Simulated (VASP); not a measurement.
# What goes wrong when MnCuAs is relaxed with a bad input

Some relaxations of MnCuAs get a fault in the input on purpose. Which of them show, and how? The starting structure is a computed structure from the Materials Project. The first relaxation on each setting starts from this cell expanded by 3 % in volume.

Method: Kohn-Sham DFT with plane waves and PAW; PBEsol, in VASP 6.6.1.

## Step 1: The starting structure

Symmetry: P4/nmm, No. 129, tetragonal system. Conventional cell: a = 3.699 Å, b = 3.699 Å, c = 6.408 Å, α = 90.00°, β = 90.00°, γ = 90.00°. As has 5 Mn at 2.49 to 2.64 Å and 4 Cu at 2.56 Å nearest. Nearest to Cu lie 4 As at 2.56 Å and 4 Cu at 2.62 Å and 4 Mn at 2.84 Å. Nearest to Mn lie 5 As at 2.49 to 2.64 Å and 4 Cu at 2.84 Å. Farther neighbours are not listed.

Structure file:

```cif
data_structure
_symmetry_space_group_name_H-M 'P4/nmm:1'
_symmetry_Int_Tables_number 129
_cell_length_a 3.6995
_cell_length_b 3.6995
_cell_length_c 6.4084
_cell_angle_alpha 90.000
_cell_angle_beta 90.000
_cell_angle_gamma 90.000
_cell_volume 87.71
loop_
_atom_site_label
_atom_site_type_symbol
_atom_site_symmetry_multiplicity
_atom_site_Wyckoff_symbol
_atom_site_fract_x
_atom_site_fract_y
_atom_site_fract_z
_atom_site_occupancy
As1 As 2 c 0.50000 0.00000 0.22375 1
Cu1 Cu 2 b 0.50000 0.50000 0.50000 1
Mn1 Mn 2 c 0.50000 0.00000 0.83598 1
```

## Step 2: Reference relaxation

This run starts from the cell of an earlier relaxation, which isn't shown; the restart sets up the plane waves anew.

The input, INCAR:

```
SYSTEM = MnCuAs
PREC = Accurate
ENCUT = 450
EDIFF = 1E-06
NELM = 100
ISMEAR = 1
SIGMA = 0.15
LREAL = .FALSE.
ALGO = Normal
GGA = PS
NBANDS = 38
ISPIN = 2
MAGMOM = 0 0 0.6 -0.6 4 -4
LASPH = .TRUE.
LMAXMIX = 4
LORBIT = 11
LWAVE = .FALSE.
LCHARG = .FALSE.
KPAR = 8
IBRION = 2
NSW = 50
ISIF = 3
EDIFFG = -0.006
```

The input, POSCAR:

```
MnCuAs
1.0
    3.5819642719      0.0000000000      0.0000000000
    0.0000000000      3.5819643110      0.0000000000
    0.0000000000      0.0000000000      6.3263393452
As Cu Mn
2 2 2
Direct
    0.5000000000      0.0000000000      0.2241442222
    0.0000000000      0.5000000000      0.7758557778
    0.5000000000      0.5000000000      0.4999999863
    0.0000000000      0.0000000000      0.5000000137
    0.5000000000      0.0000000000      0.8508333963
    0.0000000000      0.5000000000      0.1491666037
```

The input, KPOINTS:

```
Automatic mesh
0
Gamma
8 8 6
0 0 0
```

Potentials, in the order of the species: As, Cu and Mn_pv (PBE family, release 64).

The run is started by

```bash
mpirun -np 8 vasp_std
```

Output:

```text
[banner, memory and clock lines left out]
running    8 mpi-ranks, on    1 nodes
 distrk:  each k-point on    1 cores,    8 groups
 distr:  one band on    1 cores,    1 groups

 POSCAR found type information on POSCAR AsCuMn
 POSCAR found :  3 types and       6 ions
|                                                                             |
|           W    W    AA    RRRRR   N    N  II  N    N   GGGG   !!!           |
|           W    W   A  A   R    R  NN   N  II  NN   N  G    G  !!!           |
|           W    W  A    A  R    R  N N  N  II  N N  N  G       !!!           |
|           W WW W  AAAAAA  RRRRR   N  N N  II  N  N N  G  GGG   !            |
|           WW  WW  A    A  R   R   N   NN  II  N   NN  G    G                |
|           W    W  A    A  R    R  N    N  II  N    N   GGGG   !!!           |
|                                                                             |
|     For optimal performance we recommend to set                             |
|       NCORE = 2 up to number-of-cores-per-socket                            |
|     NCORE specifies how many cores store one orbital (NPAR=cpu/NCORE).      |
|     This setting can greatly improve the performance of VASP for DFT.       |
|     The default, NCORE=1 might be grossly inefficient on modern             |
|     multi-core architectures or massively parallel machines. Do your        |
|     Unfortunately you need to use the default for GW and RPA                |
|     calculations (for HF NCORE is supported but not extensively tested      |
|     yet).                                                                   |
|                                                                             |

|                                                                             |
|               ----> ADVICE to this user running VASP <----                  |
|                                                                             |
|     You enforced a specific xc type in the INCAR file but a different       |
|     [... a line on the potential file left out ...]
|     I HOPE YOU KNOW WHAT YOU ARE DOING!                                     |
|                                                                             |

 LDA part: xc-table for (Slater+PW92), standard interpolation
 POSCAR, INCAR and KPOINTS ok, starting setup
 FFT: planning ... GRIDC
 FFT: planning ... GRID_SOFT
 FFT: planning ... GRID
 WAVECAR not read
 entering main loop
       N       E                     dE             d eps       ncg     rms          rms(c)
DAV:   1     0.541070244528E+03    0.54107E+03   -0.27064E+04 16600   0.189E+03
DAV:   2     0.840982728104E+01   -0.53266E+03   -0.51594E+03 15224   0.467E+02
DAV:   3    -0.406114948772E+02   -0.49021E+02   -0.45947E+02 17268   0.158E+02
DAV:   4    -0.430769711797E+02   -0.24655E+01   -0.24365E+01 21438   0.366E+01
DAV:   5    -0.431410974057E+02   -0.64126E-01   -0.64100E-01 19008   0.590E+00    0.221E+01
DAV:   6    -0.408839249579E+02    0.22572E+01   -0.64489E+01 21110   0.145E+02    0.127E+01
DAV:   7    -0.385228507511E+02    0.23611E+01   -0.13285E+01 19082   0.742E+01    0.398E+00
DAV:   8    -0.386242055172E+02   -0.10135E+00   -0.16444E+00 19182   0.836E+00    0.310E+00
DAV:   9    -0.386262449464E+02   -0.20394E-02   -0.45166E-01 22846   0.118E+01    0.250E+00
DAV:  10    -0.385755862301E+02    0.50659E-01   -0.13922E-01 21412   0.982E+00    0.618E-01
DAV:  11    -0.385761293109E+02   -0.54308E-03   -0.26465E-02 23934   0.239E+00    0.224E-01
DAV:  12    -0.385761020154E+02    0.27296E-04   -0.48051E-03 23206   0.121E+00    0.103E-01
DAV:  13    -0.385760949020E+02    0.71134E-05   -0.24561E-04 22882   0.308E-01    0.389E-02
DAV:  14    -0.385760982441E+02   -0.33422E-05   -0.66302E-05 23836   0.168E-01    0.174E-02
DAV:  15    -0.385760938691E+02    0.43751E-05   -0.16600E-05 23630   0.688E-02    0.825E-03
DAV:  16    -0.385760934537E+02    0.41536E-06   -0.19906E-06 11330   0.101E-02
   1 F= -.38576093E+02 E0= -.38576027E+02  d E =-.385761E+02  mag=    -0.0000
[...]
2 F= -.38576241E+02 E0= -.38576167E+02  d E =-.147429E-03  mag=    -0.0000
[...]
3 F= -.38576241E+02 E0= -.38576167E+02  d E =-.147690E-03  mag=    -0.0000
[...]
4 F= -.38576242E+02 E0= -.38576168E+02  d E =-.366104E-06  mag=    -0.0000
[...]
5 F= -.38576242E+02 E0= -.38576168E+02  d E =-.108931E-05  mag=    -0.0000
 curvature:  -0.28 expect dE=-0.184E-04 dE for cont linesearch -0.345E-05
 ZBRENT: interpolating
 opt :   0.5140  next Energy=   -38.576244 (dE=-0.328E-05)
 bond charge predicted
       N       E                     dE             d eps       ncg     rms          rms(c)
DAV:   1    -0.385762612988E+02   -0.18592E-04   -0.32452E-04 16046   0.269E-01    0.400E-02
DAV:   2    -0.385762512796E+02    0.10019E-04   -0.18892E-04 15828   0.179E-01    0.350E-02
DAV:   3    -0.385762442752E+02    0.70044E-05   -0.43838E-05 19640   0.910E-02    0.131E-02
DAV:   4    -0.385762429387E+02    0.13365E-05   -0.93719E-06 17042   0.804E-02    0.585E-03
DAV:   5    -0.385762424998E+02    0.43888E-06   -0.14107E-06  8362   0.274E-02
   6 F= -.38576242E+02 E0= -.38576168E+02  d E =-.135585E-05  mag=    -0.0000
 curvature:  -0.18 expect dE=-0.303E-05 dE for cont linesearch -0.434E-07
 trial: gam= 0.69309 g(F)=  0.409E-05 g(S)=  0.130E-04 ort =-0.207E-05 (trialstep = 0.701E+00)
 search vector abs. value=  0.226E-04
 reached required accuracy - stopping structural energy minimisation
```

The job ended after 1.7 min (8 MPI ranks of Intel Xeon 6975P-C (Granite Rapids), shared host; peak memory 4.2 GiB).

Lines that name or quote the potential files are left out of all logs, and their timing lines are given in words.

From OUTCAR (step 2):

```text
ion  position               nearest neighbor table
   1  0.500  0.000  0.224-   5 2.36   3 2.50   3 2.50   4 2.50   4 2.50   6 2.58   6 2.58   6 2.58
                             6 2.58
   2  0.000  0.500  0.776-   6 2.36   4 2.50   4 2.50   3 2.50   3 2.50   5 2.58   5 2.58   5 2.58
                             5 2.58
   3  0.500  0.500  0.500-   1 2.50   1 2.50   2 2.50   2 2.50   4 2.53   4 2.53   4 2.53   4 2.53
                             6 2.85   6 2.85   5 2.85   5 2.85
   4  0.000  0.000  0.500-   2 2.50   2 2.50   1 2.50   1 2.50   3 2.53   3 2.53   3 2.53   3 2.53
                             5 2.85   5 2.85   6 2.85   6 2.85
   5  0.500  0.000  0.851-   1 2.36   2 2.58   2 2.58   2 2.58   2 2.58   4 2.85   4 2.85   3 2.85
                             3 2.85   6 3.16   6 3.16   6 3.16   6 3.16
   6  0.000  0.500  0.149-   2 2.36   1 2.58   1 2.58   1 2.58   1 2.58   3 2.85   3 2.85   4 2.85
                             4 2.85   5 3.16   5 3.16   5 3.16   5 3.16

  LATTYP: Found a simple tetragonal cell.
 ALAT       =     3.5819642719
 C/A-ratio  =     1.7661648372

 Subroutine GETGRP returns: Found 16 space group operations
 (whereof  8 operations were pure point group operations)

The static configuration has the point symmetry D_2d.
 The point group associated with its full space group is D_4h.

 Found    100 irreducible k-points:

   k-points           NKPTS =    100   k-points in BZ     NKDIM =    100   number of bands    NBANDS=     38

   dimension x,y,z NGX =    28 NGY =   28 NGZ =   48
   dimension x,y,z NGXF=    56 NGYF=   56 NGZF=   96

   ENCUT  =  450.0 eV  33.07 Ry    5.75 a.u.   6.20  6.20 10.94*2*pi/ulx,y,z

   NELECT =      58.0000    total number of electrons

 k-points in reciprocal lattice and weights: Automatic mesh
   0.00000000  0.00000000  0.00000000       0.003
   0.12500000  0.00000000  0.00000000       0.005
   0.00000000  0.12500000  0.00000000       0.005
   0.25000000  0.00000000  0.00000000       0.005
   0.00000000  0.25000000  0.00000000       0.005
   0.37500000  0.00000000  0.00000000       0.005
   0.00000000  0.37500000  0.00000000       0.005
   0.50000000  0.00000000  0.00000000       0.003
   0.00000000  0.50000000  0.00000000       0.003
[...]
-0.37500000  0.50000000  0.50000000       0.005
   0.50000000  0.50000000  0.50000000       0.003

 average (electrostatic) potential at core
       1 -46.2558       2 -46.2558       3 -63.1557       4 -63.1557       5 -65.8542
       6 -65.8542

 E-fermi :   8.7413

 spin component 1
 k-point     1 :       0.0000    0.0000    0.0000
  band No.  band energies     occupation
    ...
     26       6.6327      1.00000
     27       7.5420      1.00000
     28       7.9381      1.00000
     29       8.3743      1.00147
     30       8.3743      1.00147
     31       8.9717     -0.02603
     32      10.1817     -0.00000
     33      10.5450     -0.00000
     34      10.5450     -0.00000
     35      11.5835     -0.00000
    ...

 k-point     2 :       0.1250    0.0000    0.0000
  band No.  band energies     occupation
    ...
     26       6.9255      1.00000
     27       7.2754      1.00000
     28       7.9186      1.00000
     29       8.4365      1.00721
     30       8.5518      1.03524
     31       9.1021     -0.00175
     32       9.7426     -0.00000
     33      10.7651     -0.00000
     34      10.8774     -0.00000
     35      11.6252     -0.00000
    ...

 k-point     3 :       0.0000    0.1250    0.0000
  band No.  band energies     occupation
    ...
     26       6.9256      1.00000
     27       7.2754      1.00000
     28       7.9186      1.00000
     29       8.4365      1.00721
     30       8.5518      1.03524
     31       9.1021     -0.00175
     32       9.7426     -0.00000
     33      10.7651     -0.00000
     34      10.8774     -0.00000
     35      11.6252     -0.00000
    ...

 k-point     4 :       0.2500    0.0000    0.0000
  band No.  band energies     occupation
    ...
     25       6.4253      1.00000
     26       6.7459      1.00000
     27       7.0772      1.00000
     28       8.0159      1.00000
     29       8.5802      1.03118
     30       9.0244     -0.01130
     31       9.3544     -0.00000
     32       9.5164     -0.00000
     33      10.3471     -0.00000
     34      11.3344     -0.00000
    ...

 k-point     5 :       0.0000    0.2500    0.0000
  band No.  band energies     occupation
    ...
     25       6.4253      1.00000
     26       6.7459      1.00000
     27       7.0772      1.00000
     28       8.0159      1.00000
     29       8.5802      1.03118
     30       9.0244     -0.01130
     31       9.3544     -0.00000
     32       9.5164     -0.00000
     33      10.3471     -0.00000
     34      11.3344     -0.00000
    ...

 k-point     6 :       0.3750    0.0000    0.0000
  band No.  band energies     occupation
    ...
     25       6.6119      1.00000
     26       6.7659      1.00000
     27       7.0970      1.00000
     28       7.9037      1.00000
     29       8.3448      1.00060
     30       9.2311     -0.00002
     31       9.6027     -0.00000
     32      10.0642     -0.00000
     33      10.3824     -0.00000
     34      11.9675      0.00000
    ...

  Total        0.0158632      0.0158534      0.0333053      0.0000000      0.0000000      0.0000000
  in kB        0.3139506      0.3137553      0.6591480      0.0000000      0.0000000      0.0000000
  external PRESSURE =       0.4289513 kB  Pullay stress =       0.0000000 kB

  energy-cutoff  :      450.00
  volume of cell :       80.95
      direct lattice vectors                 reciprocal lattice vectors
     3.578626142  0.000000000  0.000000000     0.279436845  0.000000000  0.000000000
     0.000000000  3.578628387  0.000000000     0.000000000  0.279436670  0.000000000
     0.000000000  0.000000000  6.321318996     0.000000000  0.000000000  0.158194833

 POSITION                                       TOTAL-FORCE (eV/Angst)
 -----------------------------------------------------------------------------------
      1.78931      0.00000      1.41690         0.000000      0.000000     -0.004863
      0.00000      1.78931      4.90442         0.000000      0.000000      0.004863
      1.78931      1.78931      3.16066         0.000000      0.000000      0.000000
      0.00000      0.00000      3.16066         0.000000      0.000000     -0.000000
      1.78931      0.00000      5.37855         0.000000      0.000000      0.004333
      0.00000      1.78931      0.94277         0.000000      0.000000     -0.004333
 -----------------------------------------------------------------------------------
    total drift:                                0.000000     -0.000000      0.000000

  FREE ENERGIE OF THE ION-ELECTRON SYSTEM (eV)
  ---------------------------------------------------
  free  energy   TOTEN  =       -38.5762424998 eV

  energy  without entropy=      -38.5760201033  energy(sigma->0) =      -38.57616837

 reached required accuracy - stopping structural energy minimisation

 total charge
# of ion       s       p       d       tot
------------------------------------------
    1        1.195   1.584   0.093   2.871
    2        1.195   1.584   0.093   2.871
    3        0.414   0.453   9.208  10.075
    4        0.414   0.453   9.208  10.075
    5        0.254   6.239   5.154  11.647
    6        0.254   6.239   5.154  11.647
--------------------------------------------------
tot          3.724  16.551  28.910  49.186

 magnetization (x)
# of ion       s       p       d       tot
------------------------------------------
    1       -0.009   0.020  -0.003   0.008
    2        0.009  -0.020   0.003  -0.008
    3        0.000   0.000  -0.000  -0.000
    4       -0.000  -0.000   0.000   0.000
    5        0.030   0.037   3.010   3.077
    6       -0.030  -0.037  -3.010  -3.077
--------------------------------------------------
tot          0.000   0.000   0.000   0.000

[... 1 further part left out ...]
```

CONTCAR:

```
MnCuAs
   1.00000000000000
     3.5786261417643512    0.0000000000000000    0.0000000000000000
     0.0000000000000000    3.5786283873785334    0.0000000000000000
     0.0000000000000000    0.0000000000000000    6.3213189956054148
  As              Cu              Mn
     2     2     2
Direct
     0.5000000000000000    0.0000000000000000    0.2241456548221450
     0.0000000000000000    0.5000000000000000    0.7758543451778550
     0.5000000000000000    0.5000000000000000    0.4999999347237447
     0.0000000000000000    0.0000000000000000    0.5000000652762553
     0.5000000000000000    0.0000000000000000    0.8508588573980174
     0.0000000000000000    0.5000000000000000    0.1491411426019826
```

The PAW data sets were made with PBE, which is usual practice but a small mismatch for other functionals. The run keeps the 8 symmetry operations of its start, so it cannot find a distortion of lower symmetry.

The reference relaxation ends at 13.492 Å³ an atom.

[end of part 1 of 3]

[Lines on the potential files, build, host, timing and source positions are cut from VASP's logs without a mark.]

[Logs are printed without paths, hosts, clocks, repeated set-up lines and the standing remarks that a program may print on its own settings, such as how far it seeks lower states.]

[Hosts, paths, dates, database ids (printed as entryN), source tags and the programs' standing remarks are cut or masked in the printed files.]
